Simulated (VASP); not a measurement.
Calculation: LDA (Ceperley-Alder, Perdew-Zunger), VASP's LDA PAW potentials (set 64) (plane waves; VASP).

VASP ran on this input.

### POSCAR
```
TaN
1
    2.9399400000     0.0000000000     0.0000000000
   -1.4699700000     2.5460630000     0.0000000000
    0.0000000000     0.0000000000     2.8901800000
Ta N
1 1
Direct
  0.0000000000   0.0000000000   0.5000000000
  0.6666670000   0.3333330000   0.0000000000
```

### INCAR
```
! general
SYSTEM  = TaN
PREC    = Accurate
ENCUT   = 400
LREAL   = F
LASPH   = T

! electronic loop
EDIFF   = 1E-6
NELM    = 100
ALGO    = Normal
LMAXMIX = 6

! smearing
ISMEAR  = -1
SIGMA   = 0.1

! ions
ISIF    = 2

! output
LWAVE   = F
LCHARG  = F
```

File KPOINTS:
```
K-points
0
gamma
9 9 8
```

POTCAR, in this order: Ta_pv N (LDA.64 set). Program: vasp_std.

The run wrote:

**OSZICAR**
```
       N       E                     dE             d eps       ncg     rms          rms(c)
DAV:   1     0.750727083370E+02    0.75073E+02   -0.82450E+03  1456   0.115E+03
DAV:   2    -0.243341274574E+02   -0.99407E+02   -0.94762E+02  1688   0.297E+02
DAV:   3    -0.272089215656E+02   -0.28748E+01   -0.28435E+01  1756   0.505E+01
DAV:   4    -0.272339818679E+02   -0.25060E-01   -0.25027E-01  1600   0.463E+00
DAV:   5    -0.272342736003E+02   -0.29173E-03   -0.29147E-03  1724   0.415E-01    0.234E+01
DAV:   6    -0.248761988970E+02    0.23581E+01   -0.87889E+00  1628   0.289E+01    0.102E+01
DAV:   7    -0.247394018367E+02    0.13680E+00   -0.46630E-01  1596   0.611E+00    0.668E+00
DAV:   8    -0.247019544080E+02    0.37447E-01   -0.13186E-01  1628   0.362E+00    0.844E-01
DAV:   9    -0.246989228372E+02    0.30316E-02   -0.11354E-02  1600   0.919E-01    0.238E-01
DAV:  10    -0.246987285912E+02    0.19425E-03   -0.67289E-04  1720   0.320E-01    0.573E-02
DAV:  11    -0.246987104088E+02    0.18182E-04   -0.61245E-05  1596   0.787E-02    0.156E-02
DAV:  12    -0.246987106212E+02   -0.21240E-06   -0.24157E-06  1516   0.158E-02
   1 F= -.24698711E+02 E0= -.24697109E+02  d E =-.320418E-02
```

File OUTCAR:
```
------------------------ aborting loop because EDIFF is reached ----------------------------------------
  FORCE on cell =-STRESS in cart. coord.  units (eV):
  Direction    XX          YY          ZZ          XY          YZ          ZX
  --------------------------------------------------------------------------------------
  Total       -1.8371412     -1.8371416     -2.1465188      0.0000000      0.0000000      0.0000000
  in kB     -136.0569110   -136.0569403   -158.9691236      0.0000000      0.0000000      0.0000000
  external PRESSURE =    -143.6943250 kB  Pullay stress =       0.0000000 kB
  volume of cell :       21.63
      direct lattice vectors                 reciprocal lattice vectors
     2.939940000  0.000000000  0.000000000     0.340142996  0.196381629  0.000000000
    -1.469970000  2.546063000  0.000000000     0.000000000  0.392763258  0.000000000
     0.000000000  0.000000000  2.890180000     0.000000000  0.000000000  0.345999211
 POSITION                                       TOTAL-FORCE (eV/Angst)
 -----------------------------------------------------------------------------------
      0.00000      0.00000      1.44509        -0.000000      0.000000      0.000000
      1.46997      0.84869      0.00000         0.000000     -0.000000      0.000000
 -----------------------------------------------------------------------------------
    total drift:                               -0.000921      0.000535      0.000000
  FREE ENERGIE OF THE ION-ELECTRON SYSTEM (eV)
  ---------------------------------------------------
  free  energy   TOTEN  =       -24.6987106212 eV

  energy  without entropy=      -24.6955064455  energy(sigma->0) =      -24.69710853
```
(Selected blocks of OUTCAR.)

At this cut-off the stress carries a Pulay error, which pulls relaxed volumes low.

The structure comes from a computed database's TaN entry (P-6m2); how it stands against other phases isn't given here. The cell was not relaxed at this level. The run is one of a series of settings (GGA removed, POTCAR Ta_pv N (LDA.64 set) against the base run), some of them coarse on purpose.
